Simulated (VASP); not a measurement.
For cubic AlP (zinc blende), PBE GGA, VASP's PBE PAW potentials (set 64) (VASP 6.6.1) gives ε∞ = 8.15, a static ε₀ = 10.42 and a transverse optical mode at 426 cm⁻¹.

**Question.** Estimate the longitudinal optical frequency at Γ.

**Answer.** By the Lyddane-Sachs-Teller relation, ω_LO = ω_TO √(ε₀/ε∞) = 426 × √(10.42/8.15) = 482 cm⁻¹.

Measured: ε∞ 7.54 at 300 K (computed value off by +8.1 %), as given by Jonathan M. Skelton et al., Journal of Chemical Theory and Computation (2020), arXiv:2005.00277.

The compound is AlP in the zinc blende structure. It was relaxed first.
